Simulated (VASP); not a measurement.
An input for Ansatz (written as the equivalent of a VASP run, and not itself run):

Ansatz 0.2 input:
```yaml
crystal:
  lattice:
    - [0.0000000, 2.1622550, 2.1622550]
    - [2.1622550, 0.0000000, 2.1622550]
    - [2.1622550, 2.1622550, 0.0000000]
  atoms:
    - { symbol: Be, position: [0.7500000, 0.7500000, 0.7500000] }
    - { symbol: Be, position: [0.2500000, 0.2500000, 0.2500000] }
    - { symbol: C, position: [0.0000000, 0.0000000, 0.0000000] }
kpoints:
  mp_grid: { grid: [9, 9, 9], shift: [0.5, 0.5, 0.5] }
hamiltonian:
  xc: pbe
  pseudopotentials: { kind: paw }
scf:
  occupations: { method: fermi_dirac, width: 0.01 }
  max_iter: 100
output: { forces: true, stress: true, eigenvalues: true }
```

Problem. Translate this input to VASP (INCAR, KPOINTS, POSCAR, choice of POTCAR).

Solution. One answer among several that fit: 
File KPOINTS:
```
Automatic mesh
0
Gamma
  9 9 9
0.5 0.5 0.5
```

**POSCAR**
```
Be2C
1
    0.0000000000     2.1622550000     2.1622550000
    2.1622550000     0.0000000000     2.1622550000
    2.1622550000     2.1622550000     0.0000000000
Be C
2 1
Direct
  0.7500000000   0.7500000000   0.7500000000
  0.2500000000   0.2500000000   0.2500000000
  0.0000000000   0.0000000000   0.0000000000
```

### INCAR
```
LWAVE = F
LREAL = F   ! projection in real space or not
EDIFF = 1E-6   ! SCF stop (eV)
LCHARG = F
ISMEAR = -1   ! Fermi-Dirac
PREC = Accurate
GGA = PE
SYSTEM = Be2C
LASPH = T   ! aspherical one-centre terms
SIGMA = 0.01   ! width (eV)
ISIF = 2   ! forces and stress, cell fixed
ENCUT = 200   ! plane-wave cut-off (eV)
NELM = 100   ! most electronic steps
ALGO = Normal   ! blocked Davidson
```

POTCAR, in this order: Be C (PBE.64 set). Program: vasp_std.

Limits of the translation: each code has its own PAW files, so the cut-off isn't converted (ENCUT is set for VASP's; basis.ecutwfc is left out, and Ansatz then takes the one that its files recommend); Ansatz stops its SCF on the density residual and VASP on the energy change (EDIFF).

The structure comes from a computed database's Be2C entry; how it stands against other phases isn't given here. The cell was not relaxed at this level. The run is one of a series of settings (ENCUT = 200 against the base run), some of them coarse on purpose.
